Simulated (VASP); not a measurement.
A convergence study with VASP on CuI (zinc blende): one setting is varied, all else stays as given below, so the limit is that of these other settings.

```yaml
crystal:
  lattice:
    - [0.00000, 3.02500, 3.02500]
    - [3.02500, 0.00000, 3.02500]
    - [3.02500, 3.02500, 0.00000]
  atoms:
    - { symbol: Cu, position: [0.00000, 0.00000, 0.00000] }
    - { symbol: I, position: [0.25000, 0.25000, 0.25000] }
```

The numbers are results of PBE GGA, VASP's PBE PAW potentials (set 64) (plane waves; VASP), not measurements. The tightest run used: 550 eV cut-off, 17×17×17 Γ-centred mesh, tetrahedra with Blöchl corrections, potentials Cu I.

Unless said otherwise, spin-orbit coupling is left out, though it shifts the bands of the heavy elements here. Gaps are read on the run's mesh, which can miss a band edge.

Q: The settings run are 3×3×3 mesh; 4×4×4 mesh; 5×5×5 mesh; 6×6×6 mesh; 7×7×7 mesh; 8×8×8 mesh; 9×9×9 mesh; 10×10×10 mesh; 11×11×11 mesh; 12×12×12 mesh; 13×13×13 mesh; 14×14×14 mesh; 15×15×15 mesh; 16×16×16 mesh; 17×17×17 mesh. From which on does the energy per atom stay within 0.002 eV/atom of the tightest run?

A: From 6×6×6 mesh on: it is off by 0.0013 there and by no more than 0.002 in any finer run, while 5×5×5 mesh is off by 0.0044.
```json
[
 {"setting": "3×3×3 mesh", "E (eV/atom)": "-2.7010", "pressure (GPa)": "1.65", "gap on the mesh (eV)": "1.159", "irreducible k-points": "4", "difference judged (eV/atom)": "0.0796"},
 {"setting": "4×4×4 mesh", "E (eV/atom)": "-2.7632", "pressure (GPa)": "0.87", "gap on the mesh (eV)": "1.157", "irreducible k-points": "8", "difference judged (eV/atom)": "0.0174"},
 {"setting": "5×5×5 mesh", "E (eV/atom)": "-2.7762", "pressure (GPa)": "0.71", "gap on the mesh (eV)": "1.159", "irreducible k-points": "10", "difference judged (eV/atom)": "0.0044"},
 {"setting": "6×6×6 mesh", "E (eV/atom)": "-2.7793", "pressure (GPa)": "0.66", "gap on the mesh (eV)": "1.160", "irreducible k-points": "16", "difference judged (eV/atom)": "0.0013"},
 {"setting": "7×7×7 mesh", "E (eV/atom)": "-2.7802", "pressure (GPa)": "0.64", "gap on the mesh (eV)": "1.161", "irreducible k-points": "20", "difference judged (eV/atom)": "0.0004"},
 {"setting": "8×8×8 mesh", "E (eV/atom)": "-2.7805", "pressure (GPa)": "0.64", "gap on the mesh (eV)": "1.161", "irreducible k-points": "29", "difference judged (eV/atom)": "0.0001"},
 {"setting": "9×9×9 mesh", "E (eV/atom)": "-2.7806", "pressure (GPa)": "0.64", "gap on the mesh (eV)": "1.161", "irreducible k-points": "35", "difference judged (eV/atom)": "0.0001"},
 {"setting": "10×10×10 mesh", "E (eV/atom)": "-2.7806", "pressure (GPa)": "0.64", "gap on the mesh (eV)": "1.161", "irreducible k-points": "47", "difference judged (eV/atom)": "0.0000"},
 {"setting": "11×11×11 mesh", "E (eV/atom)": "-2.7806", "pressure (GPa)": "0.64", "gap on the mesh (eV)": "1.161", "irreducible k-points": "56", "difference judged (eV/atom)": "0.0000"},
 {"setting": "12×12×12 mesh", "E (eV/atom)": "-2.7806", "pressure (GPa)": "0.64", "gap on the mesh (eV)": "1.161", "irreducible k-points": "72", "difference judged (eV/atom)": "0.0000"},
 {"setting": "13×13×13 mesh", "E (eV/atom)": "-2.7806", "pressure (GPa)": "0.64", "gap on the mesh (eV)": "1.161", "irreducible k-points": "84", "difference judged (eV/atom)": "0.0000"},
 {"setting": "14×14×14 mesh", "E (eV/atom)": "-2.7806", "pressure (GPa)": "0.64", "gap on the mesh (eV)": "1.161", "irreducible k-points": "104", "difference judged (eV/atom)": "0.0000"},
 {"setting": "15×15×15 mesh", "E (eV/atom)": "-2.7806", "pressure (GPa)": "0.64", "gap on the mesh (eV)": "1.161", "irreducible k-points": "120", "difference judged (eV/atom)": "0.0000"},
 {"setting": "16×16×16 mesh", "E (eV/atom)": "-2.7806", "pressure (GPa)": "0.64", "gap on the mesh (eV)": "1.161", "irreducible k-points": "145", "difference judged (eV/atom)": "0.0000"},
 {"setting": "17×17×17 mesh", "E (eV/atom)": "-2.7806", "pressure (GPa)": "0.64", "gap on the mesh (eV)": "1.161", "irreducible k-points": "165", "difference judged (eV/atom)": "0.0000"}
]
```

Left out are rungs that failed or repeat a setting and relaxations that didn't move; long series are thinned to 24 rows.

The compound is CuI in the zinc blende structure. The cell was not relaxed at this level.
